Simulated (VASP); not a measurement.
A convergence study with VASP on CuCl (zinc blende): one setting is varied, all else stays as given below, so the limit is that of these other settings.

```
CuCl
1.0
    0.00000     2.70500     2.70500
    2.70500     0.00000     2.70500
    2.70500     2.70500     0.00000
Cu Cl
1 1
Direct
  0.00000   0.00000   0.00000
  0.25000   0.25000   0.25000
```

Calculation: PBE GGA, VASP's PBE PAW potentials (set 64) (plane waves; VASP 6.6.1). The tightest run used: 550 eV cut-off, 17×17×17 Γ-centred mesh, Gaussian smearing of 0.050 eV, potentials Cu Cl.

The reference is 17×17×17 mesh, which took about 90 core-seconds. Costs are core time on shared hosts, one run each; read them as rough ratios.

Task: Of the settings 1×1×1 mesh; 2×2×2 mesh; 3×3×3 mesh; 4×4×4 mesh; 5×5×5 mesh; 6×6×6 mesh; 7×7×7 mesh; 8×8×8 mesh; 9×9×9 mesh; 10×10×10 mesh; 11×11×11 mesh; 12×12×12 mesh; 13×13×13 mesh; 14×14×14 mesh; 15×15×15 mesh; 16×16×16 mesh; 17×17×17 mesh, which is the lowest that keeps the difference from the reference in E (eV/atom) within 0.01 from there on, and what does it cost?

Result: 4×4×4 mesh; its cost over the reference is about 1/20.
```tsv
setting	difference in E (eV/atom)	cost over the reference
1×1×1 mesh	4.2451	about 1/20
2×2×2 mesh	0.2359	about 1/20
3×3×3 mesh	0.0370	about 1/20
4×4×4 mesh	0.0069	about 1/20
5×5×5 mesh	0.0016	about 1/10
6×6×6 mesh	0.0005	about 1/10
7×7×7 mesh	0.0002	about 1/7
8×8×8 mesh	0.0001	about 1/4
9×9×9 mesh	0.0000	about 1/3
10×10×10 mesh	0.0000	about 1/4
11×11×11 mesh	0.0000	about 1/3
12×12×12 mesh	0.0000	within a factor of 2
13×13×13 mesh	0.0000	about 1/3
14×14×14 mesh	0.0000	within a factor of 2
15×15×15 mesh	0.0000	within a factor of 2
16×16×16 mesh	0.0000	within a factor of 2
17×17×17 mesh	0.0000	reference
```

Left out are rungs that failed or repeat a setting and relaxations that didn't move; long series are thinned to 24 rows.

The compound is CuCl in the zinc blende structure. The cell was not relaxed at this level.
